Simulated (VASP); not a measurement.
VASP input:

File POSCAR:
```
CsI
1
    4.7463080000    -3.4685340000     0.0000000000
    4.7463080000     3.4685340000     0.0000000000
   -1.7227370000     0.0000000000    10.2507020000
Cs I
2 2
Direct
  0.0000000000   0.5000000000   0.0000000000
  0.5000000000   0.0000000000   0.5000000000
  0.5816000000   0.4184000000   0.2500000000
  0.4184000000   0.5816000000   0.7500000000
```

### INCAR
```
# general
SYSTEM  = CsI
PREC    = Accurate
ENCUT   = 400
LREAL   = .FALSE.
LASPH   = .TRUE.

# electronic loop
EDIFF   = 1E-8
NELM    = 100
ALGO    = Normal
LMAXMIX = 4

# smearing
ISMEAR  = 0
SIGMA   = 0.05

# functional
GGA     = PE

# ions
ISIF    = 2

# output
LWAVE   = .FALSE.
LCHARG  = .FALSE.
```

KPOINTS:
```
Automatic mesh
0
Gamma
4 4 2
0 0 0
```

POTCAR, in this order: Cs_sv I (PBE.64 set). Program: vasp_std.

### Question
Translate this PBE calculation to Ansatz.

### Answer
One equivalent input (not run):
Ansatz 0.2 input:
```yaml
crystal:
  lattice:
    - [4.7463080, -3.4685340, 0.0000000]
    - [4.7463080, 3.4685340, 0.0000000]
    - [-1.7227370, 0.0000000, 10.2507020]
  atoms:
    - { symbol: Cs, position: [0.0000000, 0.5000000, 0.0000000] }
    - { symbol: Cs, position: [0.5000000, 0.0000000, 0.5000000] }
    - { symbol: I, position: [0.5816000, 0.4184000, 0.2500000] }
    - { symbol: I, position: [0.4184000, 0.5816000, 0.7500000] }
kpoints:
  mp_grid: { grid: [4, 4, 2] }
hamiltonian:
  xc: pbe
  pseudopotentials: { kind: paw }
scf:
  occupations: { method: gaussian, width: 0.05 }
  max_iter: 100
output: { forces: true, stress: true, eigenvalues: true }
```
What does not carry over: each code has its own PAW files, so the cut-off isn't converted (ENCUT is set for VASP's; basis.ecutwfc is left out, and Ansatz then takes the one that its files recommend); Ansatz stops its SCF on the density residual and VASP on the energy change (EDIFF).

The structure was generated: CsI was put into the tenorite type (C2/c), which need not be its known phase. The cell was not relaxed at this level. The run is one of a series of settings (EDIFF = 1E-8 against the base run), some of them coarse on purpose.
